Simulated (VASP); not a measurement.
The system is Ce.

```
Ce
1.0
     0.00000    2.26493    2.26493
     2.26493    0.00000    2.26493
     2.26493    2.26493    0.00000
Ce
1
Direct
  0.00000 0.00000 0.00000
```

Base run:

- Program: VASP 6.6.1
- Functional: LDA
- Potentials or basis: VASP PAW LDA potentials, release 64 (Ce)
- Cutoff: 520 eV
- k mesh: 12 × 12 × 12
- Occupations: methfessel-paxton, width 0.6 eV
- Spin: no spin polarisation

Its results: band gap on the k mesh none (metal or under the smearing width); pressure -2.0 GPa.

Q: The run is repeated on the same cell with these changes: occupations from methfessel-paxton, width 0.6 eV to fermi-dirac, width 0.1 eV. What comes out?

A: Band gap on the k mesh none (metal or under the smearing width); pressure -0.6 GPa.

Not every run made on this cell is shown here.
